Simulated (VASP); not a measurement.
Set up this calculation in VASP 6.6.1, as the native input.

```
Task                   : single point
Functional             : PBE
Potentials or basis    : VASP PAW PBE potentials, release 64 (Na_pv, Y_sv)
Cutoff                 : 520 eV
k mesh                 : 14 × 14 × 14
Occupations            : gaussian, width 0.1 eV
Spin                   : no spin polarisation
Dipole correction      : no
Further INCAR settings : ALGO = Fast; EDIFF = 1e-06; NBANDS = 16
```

The structure of NaY lies in POSCAR:

```
NaY
1.0
    4.0118858004      0.0000000000      0.0000000000
    0.0000000000      4.0118858004      0.0000000000
    0.0000000000      0.0000000000      4.0118858004
Na Y
1 1
Direct
    0.5000000000      0.5000000000      0.5000000000
    0.0000000000      0.0000000000      0.0000000000
```

The cell was built by a generator and needn't be a form met in nature.

The cell isn't the ideal one: species swapped into the SmCd type (Pm-3m, No. 221).

One way to write it, as run:

INCAR

```
SYSTEM = NaY
  ALGO = Fast
  EDIFF = 1E-6
  ENCUT = 520
  GGA = PE
  ISIF = 2
  ISMEAR = 0
  LASPH = .TRUE.
  LCHARG = .TRUE.
  LELF = .TRUE.
  LREAL = .FALSE.
  LVHAR = .TRUE.
  LWAVE = .FALSE.
  NBANDS = 16
  NELM = 100
  PREC = Accurate
  SIGMA = 0.1
```

KPOINTS

```
k-points
0
G
  14 14 14
  0 0 0
```

Potentials or basis: VASP PAW PBE potentials, release 64 (Na_pv, Y_sv).

Run with:

```console
$ cat potpaw_PBE.64/Na_pv/POTCAR potpaw_PBE.64/Y_sv/POTCAR > POTCAR
$ mpirun -np 1 vasp_std > vasp.out
```

It gave:

```
Pressure               : 0.0 GPa
Band gap on the k mesh : none (metal or under the smearing width)
```

It took 80 s on 1 thread of Intel(R) Xeon(R) 6975P-C (Granite Rapids), on a shared host, peak memory 0.27 GiB.
